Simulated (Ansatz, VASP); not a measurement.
# Two plane-wave programs on Ba3Y

The input INCAR:

```
SYSTEM = Ba3Y
  PREC = Accurate
  ENCUT = 520
  EDIFF = 1E-7
  ISMEAR = -1
  SIGMA = 0.05
  LREAL = .False.
  LASPH = .True.
  NELM = 60
  ALGO = Normal
  ISIF = 2
  LWAVE = .False.
  LCHARG = .True.
  GGA = PE
  LELF = .True.
  LVHAR = .True.
  NBANDS = 28
```

File KPOINTS:

```
regular mesh
0
Gamma
  7 7 7
  0 0 0
```

Contents of POSCAR:

```
Ba3Y
1.0
   -2.9559860000      2.9559860000      5.9338000000
    2.9559860000     -2.9559860000      5.9338000000
    2.9559860000      2.9559860000     -5.9338000000
Ba Y
3 1
Direct
    0.5000000000      0.5000000000      0.0000000000
    0.2500000000      0.7500000000      0.5000000000
    0.7500000000      0.2500000000      0.5000000000
    0.0000000000      0.0000000000      0.0000000000
```

The input input.yaml:

```yaml
crystal:
  lattice:
    - [-2.955986, 2.955986, 5.9338]
    - [2.955986, -2.955986, 5.9338]
    - [2.955986, 2.955986, -5.9338]
  atoms:
    - { symbol: Ba, position: [0.5, 0.5, 0.0] }
    - { symbol: Ba, position: [0.25, 0.75, 0.5] }
    - { symbol: Ba, position: [0.75, 0.25, 0.5] }
    - { symbol: "Y", position: [0.0, 0.0, 0.0] }
hamiltonian:
  xc: pbe
  pseudopotentials: { kind: paw }
kpoints:
  mp_grid: { grid: [7, 7, 7] }
scf:
  occupations: { method: fermi_dirac, width: 0.05 }
output:
  forces: true
  stress: true
  eigenvalues: true
```

The cell comes from a database or a generator and needn't be the stable form of this composition.

Alike in both runs: task single point; functional PBE; k mesh 7 × 7 × 7; occupations fermi-dirac, width 0.05 eV; no spin polarisation.

```csv
,VASP,Ansatz
version,VASP 6.6.1,Ansatz 0.2.0
potentials or method,"VASP PAW PBE potentials, release 64 (Ba_sv, Y_sv)",Ansatz PAW
plane-wave cutoff (eV),520,420
valence electrons in the cell,41,41
```

VASP gave:

- gap on the k mesh at the Fermi level (eV): none
- pressure (GPa): 0.0
- largest component of the traceless stress (GPa): 0.05

What did Ansatz give for the same quantities?

gap on the k mesh at the Fermi level (eV): none; pressure (GPa): -0.1; largest component of the traceless stress (GPa): 0.06.

A gap of «none» marks a metal or a gap that the smearing closes. With one functional, cell and mesh, what is left measures potentials, basis and numerics.

The runs have no spin-orbit coupling, so splittings on Ba are missing.
